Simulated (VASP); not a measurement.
A run of VASP 6.6.1 is set up as follows.

The input INCAR:

```
ALGO = Fast ; EDIFF = 1E-6
ENCUT = 520 ; GGA = PE
ISIF = 2 ; ISMEAR = 0
LASPH = T ; LCHARG = T
LELF = T ; LREAL = F
LVHAR = T ; LWAVE = F
NBANDS = 30 ; NELM = 100
PREC = Accurate ; SIGMA = 0.1
```

Contents of KPOINTS:

```
k-points
0
Gamma
  8 8 10
```

The input POSCAR:

```
BaZn2H6
1.0
    5.3103850075      0.0000000000      0.0000000000
    0.0000000000      5.3103850075      0.0000000000
    0.0000000000      0.0000000000      3.9444038587
Ba Zn H
1 2 6
Direct
    0.5000000000      0.5000000000      0.5000000000
    0.0000000000      0.5000000000      0.0000000000
    0.5000000000      0.0000000000      0.0000000000
    0.0000000000      0.5000000000      0.5000000000
    0.5000000000      0.0000000000      0.5000000000
    0.2602093730      0.7397906270      0.0000000000
    0.7397906270      0.2602093730      0.0000000000
    0.2602093730      0.2602093730      0.0000000000
    0.7397906270      0.7397906270      0.0000000000
```

Potentials or basis: VASP PAW PBE potentials, release 64 (Ba_sv, Zn, H).

Run with:

```console
$ cat potpaw_PBE.64/Ba_sv/POTCAR potpaw_PBE.64/Zn/POTCAR potpaw_PBE.64/H/POTCAR > POTCAR
$ mpirun -np 1 vasp_std > vasp.out
```

(1) What does it give for the pressure?

(2) Estimate the largest force.

(3) Estimate the band gap on the k mesh.

## Answers

(1) 0.6 GPa.

(2) 0.036 eV/Å.

(3) none (metal or under the smearing width).
